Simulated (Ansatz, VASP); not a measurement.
**Code comparison for SnSe (Pnma, 8 atoms in the cell)**

Self-consistent single point.

```
SnSe
1.0
   11.92574     0.00000     0.00000
    0.00000     4.21868     0.00000
    0.00000     0.00000     4.80621
Sn Se
4 4
Cartesian
  7.37953   3.16401   1.80978
  4.54621   1.05467   2.99643
 10.50908   1.05467   4.21288
  1.41666   3.16401   0.59333
  1.77157   1.05467   2.44723
 10.15417   3.16401   2.35898
  4.19130   3.16401   0.04412
  7.73444   1.05467   4.76209
```

Shared settings, as Ansatz (an electronic-structure program) writes them: kpoints.mp_grid.grid = 1 3 3; magnetization.spin_orbit = true; scf.occupations.method = fixed. Potentials and cutoffs stand in the table.

```
code                                                           model  pressure (GPa)  largest force (eV/Å)  gap on the mesh (eV)   cutoff
------  ------------------------------------------------------------  --------------  --------------------  --------------------  -------
Ansatz               PBE with spin-orbit coupling, default PAW files           -1.34                 0.417                 0.750  30.9 Ry
VASP    PBE, spin-orbit coupling, VASP's PBE PAW potentials (set 64)           -1.48                 0.397                 0.747   300 eV
```

Size of the force on each atom (eV/Å): Sizes of forces hide their directions.

```tsv
code	Sn1	Sn2	Sn3	Sn4	Se5	Se6	Se7	Se8
Ansatz	0.417	0.417	0.417	0.417	0.290	0.290	0.290	0.290
VASP	0.397	0.397	0.397	0.397	0.279	0.279	0.279	0.279
```

Gaps are read on the mesh.

The spread over the programs that give each value: pressure within 0.14 GPa; largest force within 0.020 eV/Å; gap on the mesh within 0.003 eV.

Ansatz's pressure is given at a fixed set of plane waves, as the other plane-wave codes print theirs.

The shared mesh is coarse (it stands for a supercell whose shortest vector is 12 Å), so the values are not converged in it.

VASP's run is marked for a possible Pulay error in its stress at this cutoff; no cutoff test was made.

VASP ran the fixed occupations as a Gaussian smearing of 0.01 eV.

The starting cell comes from a database of computed structures (which also holds hypothetical and non-ambient phases and stackings), without a prior relaxation at this level. Its lattice was rescaled by a random factor within 2.5 % of one.

Keys are those of Ansatz 0.2.
